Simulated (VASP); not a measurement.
SnSe2: relaxation of cell and atoms with r2SCAN+rVV10

The system is SnSe2.

```
Sn Se
1.0
     3.83657    0.00000    0.00000
    -1.91829    3.32257    0.00000
     0.00000    0.00000    6.50391
Sn Se
1 2
Cartesian
  0.0000 0.0000 0.0000
  0.0000 2.2150 1.5262
  1.9183 1.1075 4.9777
```

The cell is a database's computed one.

```json
{"Program": "VASP 6.6.1", "Task": "relaxation of cell and atoms", "Functional": "r2SCAN", "Dispersion": "rVV10", "Potentials or basis": "VASP PAW PBE potentials, release 64 (Sn_d, Se)", "Cutoff": "600 eV", "k mesh": "10 × 10 × 5", "Occupations": "gaussian, width 0.02 eV", "Spin": "no spin polarisation", "Further INCAR settings": "ALGO = Normal; EDIFF = 1e-06; IBRION = 2; EDIFFG = -0.005; NSW = 40; ISIF = 3"}
```

| Property | Result |
| --- | --- |
| Relaxed volume | 26.42 Å³/atom |
| Relaxed cell | a = 3.829 Å, b = 3.829 Å, c = 6.243 Å, α = 90.00°, β = 90.00°, γ = 120.00° |
| Space group after relaxing (to 0.05 Å) | P-3m1 (No. 164) |
| Energy gained by relaxing | 13.8 meV/atom |
| Ionic steps | 19 |
| Pressure after relaxing | 0.0 GPa |
| Largest force after relaxing | 0.004 eV/Å |
| Band gap on the k mesh | 0.96 eV, indirect (least direct gap 1.50 eV) |

Forces in eV/Å, atoms in the order of the input:
```
Sn   0.000  0.000  0.000
Se   0.000  0.000  0.004
Se   0.000  0.000 -0.004
```

The path:
```
step  energy change (eV)  largest force (eV/Å)  pressure (GPa)  volume (Å³)
   1              0.0000                0.5697            1.30        82.91
   2             -0.0120                0.0978           -1.71        85.63
   3             -0.0186                0.1434           -0.64        84.59
   4             -0.0242                0.0969           -0.30        83.69
   5             -0.0252                0.0682           -0.09        83.16
   6             -0.0274                0.0838            0.00        82.76
   7             -0.0327                0.1312            0.30        81.56
   8             -0.0359                0.2272            1.03        79.15
   9             -0.0365                0.2157            0.98        79.11
  10             -0.0380                0.1831            0.83        78.98
  11             -0.0398                0.1183            0.55        78.71
  12             -0.0386                0.0073            0.04        78.17
  13             -0.0401                0.0772            0.38        78.53
  14             -0.0405                0.0652            0.31        78.66
  15             -0.0412                0.0285            0.08        79.07
  16             -0.0408                0.0444           -0.34        79.87
  17             -0.0413                0.0036           -0.07        79.35
  18             -0.0414                0.0036           -0.05        79.33
  19             -0.0414                0.0043            0.01        79.27
```

Final structure:
```yaml
crystal:
  lattice:
    - [3.82928, 0.00000, 0.00000]
    - [-1.91464, 3.31625, 0.00000]
    - [0.00000, 0.00000, 6.24267]
  atoms:
    - { symbol: Sn, position: [0.00000, 0.00000, 0.00000] }
    - { symbol: Se, position: [0.33333, 0.66667, 0.25270] }
    - { symbol: Se, position: [0.66667, 0.33333, 0.74730] }
```

Levels at points of the mesh, in eV from the valence-band top:
| k point | band 9 | band 10 | band 11 | band 12 | band 13 | band 14 | band 15 | band 16 | band 17 |
| --- | --- | --- | --- | --- | --- | --- | --- | --- | --- |
| (0.00, 0.00, 0.00) | -0.58 | -0.58 | -0.30 | -0.30 | -0.11 | 1.40 | 3.55 | 5.05 | 5.05 |
| (0.50, 0.00, 0.00) | -4.40 | -2.92 | -2.53 | -1.22 | -0.27 | 1.39 | 4.23 | 5.77 | 5.81 |

Wall time 94 min on 1 thread of Intel(R) Xeon(R) Platinum 8375C CPU @ 2.90GHz (Ice Lake), with other jobs on the host, peak memory 0.51 GiB.

Caveat: the PAW data sets were made with another functional, which shifts forces and pressure a little; spin-orbit coupling is left out, which moves the levels of the heavy elements; an odd mesh through Γ misses points on the zone boundary, where band edges often lie.
